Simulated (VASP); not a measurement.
Output of a VASP run:

### OSZICAR
```
       N       E                     dE             d eps       ncg     rms          rms(c)
DAV:   1     0.451480379172E+03    0.45148E+03   -0.21994E+04   960   0.183E+03
DAV:   2    -0.321931587549E+01   -0.45470E+03   -0.44856E+03  1192   0.490E+02
DAV:   3    -0.484240243016E+02   -0.45205E+02   -0.44001E+02  1368   0.147E+02
DAV:   4    -0.504930110178E+02   -0.20690E+01   -0.20679E+01  1376   0.289E+01
DAV:   5    -0.505576403090E+02   -0.64629E-01   -0.64627E-01  1376   0.401E+00    0.260E+01
DAV:   6    -0.402051978708E+02    0.10352E+02   -0.68641E+01  1488   0.738E+01    0.156E+01
DAV:   7    -0.402006755205E+02    0.45224E-02   -0.99751E+00  1192   0.244E+01    0.101E+01
DAV:   8    -0.401919829829E+02    0.86925E-02   -0.21965E+00  1232   0.154E+01    0.308E+00
DAV:   9    -0.401061879748E+02    0.85795E-01   -0.50412E-01  1176   0.672E+00    0.968E-01
DAV:  10    -0.401092295739E+02   -0.30416E-02   -0.10825E-01  1336   0.243E+00    0.859E-01
DAV:  11    -0.401018132748E+02    0.74163E-02   -0.76352E-02  1384   0.232E+00    0.254E-01
DAV:  12    -0.401012272182E+02    0.58606E-03   -0.33652E-03  1176   0.611E-01    0.126E-01
DAV:  13    -0.401010613525E+02    0.16587E-03   -0.91169E-04  1408   0.263E-01    0.621E-02
DAV:  14    -0.401010707738E+02   -0.94213E-05   -0.13975E-04  1368   0.890E-02    0.218E-02
DAV:  15    -0.401010696325E+02    0.11412E-05   -0.90889E-06  1488   0.253E-02    0.150E-02
DAV:  16    -0.401010681617E+02    0.14709E-05   -0.52420E-06  1288   0.173E-02    0.566E-03
DAV:  17    -0.401010677568E+02    0.40488E-06   -0.28329E-06  1304   0.206E-02    0.338E-03
DAV:  18    -0.401010677113E+02    0.45502E-07   -0.23804E-07   904   0.396E-03
   1 F= -.41379272E+02 E0= -.41379272E+02  d E =-.717623E-28
```

### OUTCAR
```
------------------------ aborting loop because EDIFF is reached ----------------------------------------
 Edisp (eV)   -1.27820
  FORCE on cell =-STRESS in cart. coord.  units (eV):
  Direction    XX          YY          ZZ          XY          YZ          ZX
  --------------------------------------------------------------------------------------
  Total      -1.89716    -1.89716    -1.89716     0.00000    -0.00000     0.00000
  in kB     -49.18839   -49.18839   -49.18839     0.00000    -0.00000     0.00000
  external pressure =      -49.19 kB  Pullay stress =        0.00 kB
  volume of cell :       61.79
      direct lattice vectors                 reciprocal lattice vectors
     3.953518745  0.000000000  0.000000000     0.252939233  0.000000000  0.000000000
     0.000000000  3.953518745  0.000000000     0.000000000  0.252939233  0.000000000
     0.000000000  0.000000000  3.953518745     0.000000000  0.000000000  0.252939233
 POSITION                                       TOTAL-FORCE (eV/Angst)
 -----------------------------------------------------------------------------------
      0.00000      0.00000      0.00000         0.000000      0.000000      0.000000
      1.97676      1.97676      1.97676         0.000000      0.000000      0.000000
      1.97676      0.00000      1.97676         0.000000      0.000000      0.000000
      0.00000      1.97676      1.97676         0.000000      0.000000      0.000000
      1.97676      1.97676      0.00000         0.000000      0.000000      0.000000
 -----------------------------------------------------------------------------------
    total drift:                                0.000000      0.000000     -0.000000
  FREE ENERGIE OF THE ION-ELECTRON SYSTEM (eV)
  ---------------------------------------------------
  free  energy   TOTEN  =       -41.3792718954 eV

  energy  without entropy=      -41.3792718954  energy(sigma->0) =      -41.37927190
```
(Selected blocks of OUTCAR.)

**POSCAR**
```
SrTiO3
1
    3.9535187447     0.0000000000     0.0000000000
    0.0000000000     3.9535187447     0.0000000000
    0.0000000000     0.0000000000     3.9535187447
Sr Ti O
1 1 3
Direct
  0.0000000000   0.0000000000   0.0000000000
  0.5000000000   0.5000000000   0.5000000000
  0.5000000000   0.0000000000   0.5000000000
  0.0000000000   0.5000000000   0.5000000000
  0.5000000000   0.5000000000   0.0000000000
```

Task: Reconstruct the remaining input files.

Result: One answer among several that fit: the input of the run itself, PBE GGA with D3 dispersion (Becke-Johnson damping), plane waves, VASP's PBE PAW potentials (set 64).

### INCAR
```
SYSTEM = SrTiO3
PREC = Accurate; ENCUT = 520; LREAL = F
LASPH = T
EDIFF = 1E-7; NELM = 100; ALGO = Normal
LMAXMIX = 4
ISMEAR = 0; SIGMA = 0.05
GGA = PE; IVDW = 12
ISIF = 2
LWAVE = F; LCHARG = F
```

**KPOINTS**
```
Automatic mesh
0
Gamma
6 6 6
0 0 0
```

POTCAR, in this order: Sr_sv Ti_sv O (PBE.64 set). Program: vasp_std.

The compound is SrTiO3 in the cubic perovskite structure, the ideal cubic form; the compound distorts at low or room temperature. This cell is one point of a volume scan, at 1.03 of the reference volume.
